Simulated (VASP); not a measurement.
Here is the system:

```
CELL_PARAMETERS angstrom
      0.00000     2.51384     2.51384
      2.51384     0.00000     2.51384
      2.51384     2.51384     0.00000
ATOMIC_POSITIONS crystal
  Pb 0.00000 0.00000 0.00000
```

These are PW91 GGA, VASP's PBE PAW potentials (set 64) (plane waves; VASP) values and carry that method's errors. Run with 520 eV cut-off, 13×13×13 Γ-centred mesh, first-order Methfessel-Paxton smearing of 0.10 eV, potentials Pb_d.

Unless said otherwise, spin-orbit coupling is left out, though it shifts the bands of the heavy elements here.

### Question
Estimate the energy per atom (σ→0), band gap (on the k-mesh) with the smallest direct gap where there is one.

### Answer

```yaml
band gap (on the k-mesh): none (metal, semimetal or under 0.01 eV)
energy per atom (σ→0): -3.596 eV/atom
```

The compound is Pb in the fcc structure. It was relaxed first.
